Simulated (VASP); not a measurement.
# Ta under uniaxial stress along [001]

Wanted: the elastic response of Ta to uniaxial stress along [001], with a fit that predicts a row left out.

Main program and level: VASP 6.6.1; PBEsol; plane waves and PAW (Ta_pv), in the first sound run; inputs show where later runs differ.

This is a report of a sequence of runs, with most program output left out.

## Step 1: Starting point

It takes space group Im-3m (No. 229, cubic). The conventional cell has a = 3.310 Å, b = 3.310 Å, c = 3.310 Å, α = 90.00°, β = 90.00°, γ = 90.00°. Nearest to Ta lie 8 Ta at 2.87 Å.

As a file:

```
Ta
1.0
    -1.65500    1.65500    1.65500
     1.65500   -1.65500    1.65500
     1.65500    1.65500   -1.65500
Ta
1
Direct
  0.00000 0.00000 0.00000
```

## Step 2: Relax the crystal, PBEsol

The series starts from the cell that this level prefers, so that zero strain is near zero stress.

This step took 2 runs in a row; the last is shown.

Level: PBEsol; plane waves and PAW (Ta_pv).

Input file INCAR:

```
SYSTEM = Ta
PREC = Accurate
ENCUT = 450
EDIFF = 1E-07
NELM = 120
ISMEAR = 1
SIGMA = 0.15
LREAL = .FALSE.
ALGO = Normal
GGA = PS
NBANDS = 11
LASPH = .TRUE.
LORBIT = 11
LWAVE = .FALSE.
LCHARG = .FALSE.
KPAR = 8
IBRION = 2
NSW = 40
ISIF = 3
EDIFFG = -0.005
POTIM = 0.4
```

Input file POSCAR:

```
Ta
1.0
   -1.6408621308      1.6408621308      1.6408621308
    1.6408621308     -1.6408621308      1.6408621308
    1.6408621308      1.6408621308     -1.6408621308
Ta
1
Direct
    0.0000000000      0.0000000000      0.0000000000
```

Input file KPOINTS:

```
Automatic mesh
0
Gamma
25 25 25
0 0 0
```

Potentials, in the order of the species: Ta_pv (PBE family, release 64).

On the command line:

```
$ mpirun -np 8 vasp_std
```

It took 8.6 s on 8 MPI ranks of Intel Xeon 6975P-C (Granite Rapids), shared host; peak memory 1.4 GiB.

Read from the output:

| Property | Result |
| --- | --- |
| energy(sigma→0) of the program | -12.5502 eV |
| stress, compression positive | xx, yy, zz -0.01, -0.01, -0.01 GPa |
| volume | 17.672 Å³ |
| ionic steps | 1 |

## Step 3: Strain across the axis, PBEsol

One member in full: the axis is strained by 0.5 %, and the two directions across it are strained alike until their mean stress is under 0.012 GPa or five steps are spent.

This step took 3 runs, each at a new trial strain with the atoms of the one before; the last is shown.

Level: PBEsol; plane waves and PAW (Ta_pv).

INCAR, as its differences from that of step 2:

```diff
@@ -15,7 +15,7 @@
 LCHARG = .FALSE.
-KPAR = 8
-IBRION = 2
-NSW = 40
-ISIF = 3
-EDIFFG = -0.005
-POTIM = 0.4
+KPAR = 2
+IBRION = 1
+NSW = 25
+ISIF = 2
+EDIFFG = -0.004
+POTIM = 0.3
```

Input file POSCAR:

```
Ta
1.0
   -1.6378411620      1.6378411620      1.6490664410
    1.6378411620     -1.6378411620      1.6490664410
    1.6378411620      1.6378411620     -1.6490664410
Ta
1
Direct
    0.0000000000      0.0000000000      0.0000000000
```

KPOINTS is that of step 2.

On the command line:

```
$ mpirun -np 2 vasp_std
```

Wall time 47 s (2 MPI ranks); peak memory 0.55 GiB.

Numbers from this step:

| Item | Value |
| --- | --- |
| energy(sigma→0) of the program | -12.5500 eV |
| stress, compression positive | xx, yy, zz 0.00, 0.00, -0.80 GPa |
| ionic steps | 1 |

## Step 4: The table

The other members went through these steps as far as the tables show, with the same cutoff and, step by step, the same mesh; 25 runs are not shown. The session took 0.74 core hours (wall time by ranks) on a shared machine.

```
strain along the axis (%)  strain across the axis (%)  stress along the axis, tension positive (GPa)  energy above the unstrained row, extrapolated to no smearing (meV/atom)
                   -2.000                       0.781                                         -3.189                                                                    3.519
                   -1.500                       0.576                                         -2.412                                                                    1.975
                   -1.000                       0.378                                         -1.613                                                                    0.873
                   -0.500                       0.186                                              ?                                                                        ?
                        0                       0.000                                          0.006                                                                    0.000
                    0.500                      -0.184                                          0.799                                                                    0.207
                    1.000                      -0.363                                          1.586                                                                    0.832
                    1.500                      -0.538                                          2.359                                                                    1.873
                    2.000                      -0.711                                          3.108                                                                    3.338
```

## Step 5: Stress from the known rows

Fitting a parabola to the 8 known rows (e: strain in %) gives stress = − 0.01144 e² + 1.583 e + 0.002584 in GPa; the residuals are 0.014 GPa r.m.s.

At e = -0.5 this predicts -0.792 GPa.

## Step 6: The withheld row

The calculation gives -0.804 GPa, so the prediction is 0.012 GPa too high, within twice the residual of the fit.

Slopes at zero strain, from cubics through all rows: strain ratio -0.369, stress over strain 161 GPa.

## Step 7: Outcome

```json
{
  "error of the predicted stress": "0.012 GPa",
  "Poisson ratio": "0.369",
  "Young's modulus along the axis": "161 GPa"
}
```

In words: As a check, the curvature of the energy gives 155 GPa for the same modulus (energy per volume = E/2 × strain²), 4 % from the slope of the stress; these energies are extrapolated to no smearing, while the stress belongs to the free energy, so part of the difference may come from that. These are static values: temperature and zero-point motion are left out. In a metal the slopes also depend on mesh and smearing, which were held through the series.

[Lines on the potential files, build, host, timing and source positions are cut from VASP's logs without a mark.]

[Logs are printed without paths, hosts, clocks, repeated set-up lines and the standing remarks that a program may print on its own settings, such as how far it seeks lower states.]

[Hosts, paths, dates, database ids (printed as entryN), source tags and the programs' standing remarks are cut or masked in the printed files.]

[In band tables of VASP the shares of atoms and orbitals are scaled to a sum of 1 inside the atoms' spheres.]
